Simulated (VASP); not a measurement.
MnAl15N16 (a cell with a defect), 32 atoms in the cell. The cell holds a defect, 32 atoms: a = 6.220 Å, b = 6.220 Å, c = 9.960 Å, α = 90.00°, β = 90.00°, γ = 120.00°. 

```yaml
Program: VASP 6.6.1
Task: single point
Functional: PBEsol
Potentials_or_basis: VASP PAW PBE potentials, release 64 (Mn_pv, Al, N)
Cutoff: 450 eV
k_mesh: 4 × 4 × 2
Occupations: gaussian, width 0.03 eV
Spin: collinear spin, ferromagnetic start
Fixed_moment: 2 μB
Hubbard_terms: Mn d U = 3.5 eV
Dq: 0
Further_INCAR_settings: LREAL = Auto; ALGO = Normal; EDIFF = 1e-05; ISYM = 0
```

Potentials or basis: VASP PAW PBE potentials, release 64 (Mn_pv, Al, N).

Launch:

```console
$ cat potpaw_PBE.64/Mn_pv/POTCAR potpaw_PBE.64/Al/POTCAR potpaw_PBE.64/N/POTCAR > POTCAR
$ mpirun -np 4 vasp_std > vasp.out
```

Hardware: 4 MPI ranks on Intel(R) Xeon(R) 6975P-C (Granite Rapids), on a shared host.

Problem. Estimate the wall time of this run.

Solution. Wall time 30 min on 4 MPI ranks on Intel(R) Xeon(R) 6975P-C (Granite Rapids) (shared host), peak memory 0.93 GiB a rank. Counts: scf iterations 59, k points 20.
